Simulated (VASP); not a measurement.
Level of theory: PBEsol GGA, VASP's PBE PAW potentials (set 64) (plane waves; VASP).

VASP input:

INCAR:
```
# general
SYSTEM  = Ni3Al
PREC    = Accurate
ENCUT   = 480
LREAL   = .FALSE.
LASPH   = .TRUE.

# electronic loop
EDIFF   = 1E-7   # SCF stop (eV)
NELM    = 100   # most electronic steps
ALGO    = Normal   # blocked Davidson
LMAXMIX = 4   # l cut-off of mixed one-centre charges

# smearing
ISMEAR  = 1   # Methfessel-Paxton
SIGMA   = 0.1   # width (eV)

# functional
GGA     = PS

# spin
ISPIN   = 2
MAGMOM  = -0.0 3*0.2

# ions
IBRION  = 2
NSW     = 40
ISIF    = 3
EDIFFG  = -0.01   # ionic stop
PSTRESS = 150   # kbar

# output
LWAVE   = .FALSE.
LCHARG  = .FALSE.
LORBIT  = 10
```

File KPOINTS:
```
Automatic mesh
0
Gamma
8 8 8
```

File POSCAR:
```
Ni3Al
1
    3.4443019798     0.0000000000    -0.0000000000
    0.0000000000     3.4443019798     0.0000000000
    0.0000000000     0.0000000000     3.4443019798
Al Ni
1 3
Direct
  0.0000000000   0.0000000000   0.0000000000
  0.0000000000   0.5000000000   0.5000000000
  0.5000000000   0.0000000000   0.5000000000
  0.5000000000   0.5000000000   0.0000000000
```

POTCAR, in this order: Al Ni (PBE.64 set). Program: vasp_std.

Output

**OUTCAR**
```
 ion  position               nearest neighbor table
   1  0.000  0.000  0.000-   2 2.44   3 2.44   4 2.44   2 2.44   3 2.44   2 2.44   4 2.44   2 2.44
                             3 2.44   4 2.44   3 2.44   4 2.44
   2  0.000  0.500  0.500-   1 2.44   3 2.44   4 2.44   1 2.44   4 2.44   1 2.44   3 2.44   1 2.44
                             3 2.44   4 2.44   4 2.44   3 2.44
   3  0.500  0.000  0.500-   1 2.44   2 2.44   4 2.44   1 2.44   4 2.44   2 2.44   4 2.44   4 2.44
                             1 2.44   2 2.44   1 2.44   2 2.44
   4  0.500  0.500  0.000-   1 2.44   2 2.44   3 2.44   2 2.44   3 2.44   1 2.44   3 2.44   3 2.44
                             1 2.44   2 2.44   2 2.44   1 2.44
  LATTYP: Found a simple cubic cell.
 ALAT       =     3.4443019798
 Subroutine PRICEL returns:
 Original cell was already a primitive cell.
 Subroutine GETGRP returns: Found 48 space group operations
The static configuration has the point symmetry O_h .
The dynamic configuration has the point symmetry O_h .
The overall configuration has the point symmetry O_h .
 Subroutine INISYM returns: Found 48 space group operations
 Subroutine IBZKPT returns following result:
 Found     35 irreducible k-points:

 Following reciprocal coordinates:
            Coordinates               Weight
  0.000000  0.000000  0.000000      1.000000
  0.125000  0.000000  0.000000      6.000000
...
```

**OSZICAR**
```
       N       E                     dE             d eps       ncg     rms          rms(c)
DAV:   1     0.187451807017E+03    0.18745E+03   -0.14042E+04  2808   0.204E+03
DAV:   2    -0.184254295723E+02   -0.20588E+03   -0.19847E+03  2804   0.370E+02
DAV:   3    -0.289324024408E+02   -0.10507E+02   -0.97544E+01  2968   0.113E+02
DAV:   4    -0.291576148590E+02   -0.22521E+00   -0.22324E+00  3220   0.153E+01
DAV:   5    -0.291648794408E+02   -0.72646E-02   -0.72625E-02  3432   0.255E+00    0.222E+01
DAV:   6    -0.290570844720E+02    0.10779E+00   -0.79587E+01  3112   0.148E+02    0.196E+01
DAV:   7    -0.242427858284E+02    0.48143E+01   -0.21850E+01  3072   0.776E+01    0.308E+00
DAV:   8    -0.241876337432E+02    0.55152E-01   -0.43177E-01  3060   0.628E+00    0.153E+00
DAV:   9    -0.241590090857E+02    0.28625E-01   -0.43493E-02  3720   0.294E+00    0.408E-01
DAV:  10    -0.241590177277E+02   -0.86421E-05   -0.19472E-03  3176   0.578E-01    0.356E-01
DAV:  11    -0.241607588784E+02   -0.17412E-02   -0.14137E-03  3548   0.633E-01    0.455E-01
DAV:  12    -0.241579518855E+02    0.28070E-02   -0.27063E-03  3364   0.991E-01    0.378E-01
DAV:  13    -0.241597761452E+02   -0.18243E-02   -0.25808E-02  3372   0.284E+00    0.518E-01
DAV:  14    -0.241598181105E+02   -0.41965E-04   -0.18486E-03  2864   0.641E-01    0.500E-01
DAV:  15    -0.241584716609E+02    0.13464E-02   -0.42166E-04  3448   0.378E-01    0.403E-01
DAV:  16    -0.241576623293E+02    0.80933E-03   -0.16356E-02  3352   0.235E+00    0.332E-01
DAV:  17    -0.241570940780E+02    0.56825E-03   -0.15224E-03  3204   0.740E-01    0.241E-01
DAV:  18    -0.241565467620E+02    0.54732E-03   -0.81716E-04  3452   0.500E-01    0.108E-01
DAV:  19    -0.241565716221E+02   -0.24860E-04   -0.44609E-05  2964   0.911E-02    0.834E-02
DAV:  20    -0.241565766107E+02   -0.49886E-05   -0.95723E-07  3352   0.120E-02    0.792E-02
DAV:  21    -0.241565702877E+02    0.63230E-05   -0.13878E-06  3244   0.249E-02    0.664E-02
DAV:  22    -0.241565566064E+02    0.13681E-04   -0.88667E-06  3264   0.605E-02    0.358E-02
DAV:  23    -0.241565482183E+02    0.83881E-05   -0.21818E-05  3336   0.852E-02    0.630E-03
DAV:  24    -0.241565490789E+02   -0.86060E-06   -0.17288E-06  2856   0.175E-02    0.173E-03
DAV:  25    -0.241565490911E+02   -0.12235E-07   -0.20378E-08  1488   0.190E-03
   1 F= -.20331083E+02 E0= -.20330748E+02  d E =-.203311E+02  mag=     0.0001
```

OUTCAR:
```
------------------------ aborting loop because EDIFF is reached ----------------------------------------
  FORCE on cell =-STRESS in cart. coord.  units (eV):
  Direction    XX          YY          ZZ          XY          YZ          ZX
  --------------------------------------------------------------------------------------
  Total        3.7964589      3.7964589      3.7964589     -0.0000000      0.0000000     -0.0000000
  in kB      148.8626056    148.8626056    148.8626056     -0.0000000      0.0000000     -0.0000000
  external PRESSURE =      -1.1373944 kB  Pullay stress =     150.0000000 kB
  volume of cell :       40.86
      direct lattice vectors                 reciprocal lattice vectors
     3.444301980  0.000000000  0.000000000     0.290334589  0.000000000  0.000000000
     0.000000000  3.444301980  0.000000000     0.000000000  0.290334589  0.000000000
     0.000000000  0.000000000  3.444301980     0.000000000  0.000000000  0.290334589
 POSITION                                       TOTAL-FORCE (eV/Angst)
 -----------------------------------------------------------------------------------
      0.00000      0.00000      0.00000         0.000000      0.000000      0.000000
      0.00000      1.72215      1.72215         0.000000      0.000000      0.000000
      1.72215      0.00000      1.72215         0.000000      0.000000      0.000000
      1.72215      1.72215      0.00000         0.000000      0.000000      0.000000
 -----------------------------------------------------------------------------------
    total drift:                                0.000000      0.000000      0.000000
  FREE ENERGIE OF THE ION-ELECTRON SYSTEM (eV)
  ---------------------------------------------------
  free  energy   TOTEN  =       -24.1565490911 eV

  energy  without entropy=      -24.1555441968  energy(sigma->0) =      -24.15621413
  enthalpy is  TOTEN    =       -20.3310831425 eV   P V=        3.8254659486

 total charge

# of ion       s       p       d       tot
------------------------------------------
    1        0.419   0.434   0.000   0.854
    2        0.543   0.616   8.436   9.595
    3        0.543   0.616   8.436   9.595
    4        0.543   0.616   8.436   9.595
--------------------------------------------------
tot          2.048   2.284  25.309  29.640

 magnetization (x)

# of ion       s       p       d       tot
------------------------------------------
    1        0.000   0.000   0.000   0.000
    2        0.000   0.000  -0.000  -0.000
    3        0.000   0.000  -0.000  -0.000
    4        0.000   0.000  -0.000  -0.000
--------------------------------------------------
tot          0.000   0.000  -0.001  -0.001

 reached required accuracy - stopping structural energy minimisation
```
(Selected blocks of OUTCAR.)

The compound is Ni3Al in the L1_2 structure. It was relaxed first under an external pressure of 15 GPa.
